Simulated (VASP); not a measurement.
Input:

```xyz
64
Lattice="13.2499 0.0000 0.0000 0.0000 13.2499 0.0000 0.0000 0.0000 13.2499" Properties=species:S:1:pos:R:3 pbc="T T T"
Cd     6.6249     0.0000     0.0000
Cd     9.9374     3.3125     0.0000
Cd     9.9374     0.0000     3.3125
Cd     0.0000     0.0000     0.0000
Cd     3.3125     3.3125     0.0000
Cd     6.6249     6.6249     0.0000
Cd     9.9374     9.9374     0.0000
Cd     3.3125     0.0000     3.3125
Cd     6.6249     3.3125     3.3125
Cd     9.9374     6.6249     3.3125
Cd     6.6249     0.0000     6.6249
Cd     9.9374     3.3125     6.6249
Cd     9.9374     0.0000     9.9374
Cd     0.0000     6.6249     0.0000
Cd     3.3125     9.9374     0.0000
Cd     0.0000     3.3125     3.3125
Cd     3.3125     6.6249     3.3125
Cd     6.6249     9.9374     3.3125
Cd     0.0000     0.0000     6.6249
Cd     3.3125     3.3125     6.6249
Cd     6.6249     6.6249     6.6249
Cd     9.9374     9.9374     6.6249
Cd     3.3125     0.0000     9.9374
Cd     6.6249     3.3125     9.9374
Cd     9.9374     6.6249     9.9374
Cd     0.0000     9.9374     3.3125
Cd     0.0000     6.6249     6.6249
Cd     3.3125     9.9374     6.6249
Cd     0.0000     3.3125     9.9374
Cd     3.3125     6.6249     9.9374
Cd     6.6249     9.9374     9.9374
Cd     0.0000     9.9374     9.9374
Te     8.2812     1.6562     1.6562
Te    11.5937     4.9687     1.6562
Te    11.5937     1.6562     4.9687
Te     1.6562     1.6562     1.6562
Te     4.9687     4.9687     1.6562
Te     8.2812     8.2812     1.6562
Te    11.5937    11.5937     1.6562
Te     4.9687     1.6562     4.9687
Te     8.2812     4.9687     4.9687
Te    11.5937     8.2812     4.9687
Te     8.2812     1.6562     8.2812
Te    11.5937     4.9687     8.2812
Te    11.5937     1.6562    11.5937
Te     1.6562     8.2812     1.6562
Te     4.9687    11.5937     1.6562
Te     1.6562     4.9687     4.9687
Te     4.9687     8.2812     4.9687
Te     8.2812    11.5937     4.9687
Te     1.6562     1.6562     8.2812
Te     4.9687     4.9687     8.2812
Te     8.2812     8.2812     8.2812
Te    11.5937    11.5937     8.2812
Te     4.9687     1.6562    11.5937
Te     8.2812     4.9687    11.5937
Te    11.5937     8.2812    11.5937
Te     1.6562    11.5937     4.9687
Te     1.6562     8.2812     8.2812
Te     4.9687    11.5937     8.2812
Te     1.6562     4.9687    11.5937
Te     4.9687     8.2812    11.5937
Te     8.2812    11.5937    11.5937
Te     1.6562    11.5937    11.5937
```

Level of theory: PBE GGA, VASP's PBE PAW potentials (set 64) (plane waves; VASP). Numerical set-up: PREC = Normal, LREAL = Auto, EDIFF = 1E-5, 400 eV cut-off, 1×1×1 Γ-centred mesh, Gaussian smearing of 0.050 eV, potentials Cd Te.

The supercell is sampled at Γ alone, which is coarse: total energies, pressure and levels can be off, energies of defects by several tenths of an eV.

**Question.** Estimate the energy per atom (σ→0).

**Answer.** 
The energy per atom (σ→0) is -2.372 eV/atom.

Total energies compare only between runs with the same potentials, cut-off and functional.

The cell is a supercell, built from CdTe (zinc blende).
